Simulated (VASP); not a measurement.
A convergence study with VASP on SiO2 (rutile): one setting is varied, all else stays as given below, so the limit is that of these other settings. ε∞ is the independent-particle value.

```xyz
6
Lattice="4.1800 0.0000 0.0000 0.0000 4.1800 0.0000 0.0000 0.0000 2.6700" Properties=species:S:1:pos:R:3 pbc="T T T"
Si     0.0000     0.0000     0.0000
Si     2.0900     2.0900     1.3350
O      1.2791     1.2791     0.0000
O      3.3691     0.8109     1.3350
O      0.8109     3.3691     1.3350
O      2.9009     2.9009     0.0000
```

These are PBEsol GGA, VASP's PBE PAW potentials (set 64) (plane waves; VASP 6.6.1) values and carry that method's errors. The tightest run used: 700 eV cut-off, 5×5×7 Γ-centred mesh, Gaussian smearing of 0.050 eV, potentials Si O.

Task: The settings run are NBANDS = 17; NBANDS = 18; NBANDS = 20; NBANDS = 24; NBANDS = 32; NBANDS = 48; NBANDS = 80; NBANDS = 144. From which on does the mean ε∞ stay within 0.3  of the tightest run?

Result: From NBANDS = 32 on: it is off by 0.18 there and by no more than 0.3 in any finer run, while NBANDS = 24 is off by 0.59.
```csv
setting,mean ε∞,bands,difference judged ()
NBANDS = 17,1.51,17,2.04
NBANDS = 18,1.84,18,1.71
NBANDS = 20,2.42,20,1.12
NBANDS = 24,2.96,24,0.59
NBANDS = 32,3.36,32,0.18
NBANDS = 48,3.49,48,0.05
NBANDS = 80,3.53,80,0.01
NBANDS = 144,3.54,144,0.00
```

Left out are rungs that failed or repeat a setting and relaxations that didn't move; long series are thinned to 24 rows.

The compound is SiO2 in the rutile structure, stishovite, a high-pressure form. The cell was not relaxed at this level, forces remain on its atoms.
